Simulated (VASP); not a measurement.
These are r2SCAN+rVV10, VASP's PBE PAW potentials (set 64) (plane waves; VASP) values and carry that method's errors.

Input for VASP

### INCAR
```
ALGO  =  Normal
BPARAM  =  11.95
CPARAM  =  0.0093
EDIFF  =  1E-7
ENCUT  =  520
ISIF  =  2
ISMEAR  =  1
ISPIN  =  2
LASPH  =  .True.
LCHARG  =  .False.
LMAXMIX  =  4
LMIXTAU  =  .True.
LORBIT  =  10
LREAL  =  .False.
LUSE_VDW  =  .True.
LWAVE  =  .False.
MAGMOM  =  2.7
METAGGA  =  R2SCAN
NELM  =  100
PREC  =  Accurate
SIGMA  =  0.1
SYSTEM  =  Fe
```

**KPOINTS**
```
Automatic
0
G
  18 18 18
0 0 0
```

**POSCAR**
```
Fe
1
   -1.4105013775     1.4105013775     1.4105013775
    1.4105013775    -1.4105013775     1.4105013775
    1.4105013775     1.4105013775    -1.4105013775
Fe
1
Direct
  0.0000000000   0.0000000000   0.0000000000
```

POTCAR, in this order: Fe (PBE.64 set). Program: vasp_std.

The resulting files:

File OUTCAR:
```
 ion  position               nearest neighbor table
   1  0.000  0.000  0.000-
  LATTYP: Found a body centered cubic cell.
 ALAT       =     2.8210027550
 Subroutine PRICEL returns:
 Original cell was already a primitive cell.
 Subroutine GETGRP returns: Found 48 space group operations
The static configuration has the point symmetry O_h .
The dynamic configuration has the point symmetry O_h .
The overall configuration has the point symmetry O_h .
 Subroutine INISYM returns: Found 48 space group operations
 Subroutine IBZKPT returns following result:
 Found    195 irreducible k-points:

 Following reciprocal coordinates:
            Coordinates               Weight
  0.000000  0.000000  0.000000      1.000000
  0.055556  0.000000  0.000000     12.000000
  0.111111  0.000000  0.000000     12.000000
  0.166667  0.000000  0.000000     12.000000
  0.222222  0.000000  0.000000     12.000000
  0.277778  0.000000  0.000000     12.000000
  0.333333  0.000000  0.000000     12.000000
  0.388889  0.000000  0.000000     12.000000
  0.444444  0.000000  0.000000     12.000000
...
```

### OSZICAR
```
       N       E                     dE             d eps       ncg     rms          rms(c)
DAV:   1     0.117104960406E+02    0.11710E+02   -0.42372E+03  7300   0.112E+03
DAV:   2    -0.151800621793E+02   -0.26891E+02   -0.24942E+02  7092   0.136E+02
DAV:   3    -0.155535078559E+02   -0.37345E+00   -0.37135E+00  7929   0.228E+01
DAV:   4    -0.155556893370E+02   -0.21815E-02   -0.21813E-02  7681   0.157E+00
DAV:   5    -0.155557150015E+02   -0.25665E-04   -0.25664E-04  7571   0.156E-01    0.124E+01
DAV:   6    -0.140197083233E+02    0.15360E+01   -0.21125E+01  7460   0.739E+01    0.816E+00
DAV:   7    -0.141611527129E+02   -0.14144E+00   -0.30944E+00  8219   0.243E+01    0.518E+00
DAV:   8    -0.141693417777E+02   -0.81891E-02   -0.73027E-02  7914   0.274E+00    0.241E+00
DAV:   9    -0.141663679423E+02    0.29738E-02   -0.12963E-01  8284   0.416E+00    0.887E-01
DAV:  10    -0.141695319240E+02   -0.31640E-02   -0.10887E-02  7402   0.137E+00    0.231E-01
DAV:  11    -0.141698429057E+02   -0.31098E-03   -0.76140E-04  7682   0.431E-01    0.134E-01
DAV:  12    -0.141697666272E+02    0.76279E-04   -0.26028E-04  7851   0.226E-01    0.486E-02
DAV:  13    -0.141697614028E+02    0.52244E-05   -0.21788E-06  7477   0.188E-02    0.338E-02
DAV:  14    -0.141697587162E+02    0.26866E-05   -0.93261E-06  7431   0.279E-02    0.146E-02
DAV:  15    -0.141697564406E+02    0.22755E-05   -0.34968E-06  7798   0.253E-02    0.204E-03
DAV:  16    -0.141697564490E+02   -0.83363E-08   -0.33087E-08  3677   0.228E-03
   1 F= -.14169756E+02 E0= -.14169696E+02  d E =-.180699E-03  mag=     2.6081
```

OUTCAR:
```
------------------------ aborting loop because EDIFF is reached ----------------------------------------
  FORCE on cell =-STRESS in cart. coord.  units (eV):
  Direction    XX          YY          ZZ          XY          YZ          ZX
  --------------------------------------------------------------------------------------
  Total        0.5465072      0.5465072      0.5465072      0.0000000      0.0000000     -0.0000000
  in kB       78.0056260     78.0056260     78.0056260      0.0000000      0.0000000     -0.0000000
  external PRESSURE =      78.0056260 kB  Pullay stress =       0.0000000 kB
  volume of cell :       11.22
      direct lattice vectors                 reciprocal lattice vectors
    -1.410501377  1.410501377  1.410501377     0.000000000  0.354483879  0.354483879
     1.410501377 -1.410501377  1.410501377     0.354483879  0.000000000  0.354483879
     1.410501377  1.410501377 -1.410501377     0.354483879  0.354483879  0.000000000
 POSITION                                       TOTAL-FORCE (eV/Angst)
 -----------------------------------------------------------------------------------
      0.00000      0.00000      0.00000         0.000000      0.000000     -0.000000
 -----------------------------------------------------------------------------------
    total drift:                                0.000000      0.000000      0.000000
  FREE ENERGIE OF THE ION-ELECTRON SYSTEM (eV)
  ---------------------------------------------------
  free  energy   TOTEN  =       -14.1697564490 eV

  energy  without entropy=      -14.1695757500  energy(sigma->0) =      -14.16969622

 total charge

# of ion       s       p       d       tot
------------------------------------------
    1        0.499   0.591   6.208   7.298

 magnetization (x)

# of ion       s       p       d       tot
------------------------------------------
    1       -0.013  -0.120   2.793   2.661
```
(Selected blocks of OUTCAR.)

The compound is Fe in the bcc structure. This cell is one point of a volume scan, at 0.97 of the reference volume.
